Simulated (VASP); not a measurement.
Data:

```yaml
crystal:
  lattice:
    - [0.00000, 2.49000, 2.49000]
    - [2.49000, 0.00000, 2.49000]
    - [2.49000, 2.49000, 0.00000]
  atoms:
    - { symbol: O, position: [0.00000, 0.00000, 0.00000] }
    - { symbol: Al, position: [0.25000, 0.25000, 0.25000] }
    - { symbol: Al, position: [0.75000, 0.75000, 0.75000] }
```

The numbers are results of LDA (Ceperley-Alder, Perdew-Zunger), VASP's LDA PAW potentials (set 64) (plane waves; VASP), not measurements. Settings: 400 eV cut-off, 11×11×11 Γ-centred mesh, Fermi-Dirac smearing of 0.10 eV, potentials O Al.

Question: Give the energies of bands 5 to 9 at the high-symmetry points, in eV from the Fermi level.

Answer: 
```csv
band,Γ,X,U,L,W
5,-7.64,-4.46,-3.21,-4.32,-2.30
6,1.50,-1.48,-0.93,-0.57,-0.10
7,1.50,0.93,0.59,1.12,0.10
8,1.50,3.04,2.40,1.12,0.10
9,6.26,3.04,2.62,6.04,5.16
```

It has no gap at this level: it comes out as a metal or semimetal.

The structure comes from a measured Al2O entry (Fm-3m) of the Crystallography Open Database, whose conditions weren't checked. The cell was not relaxed at this level.
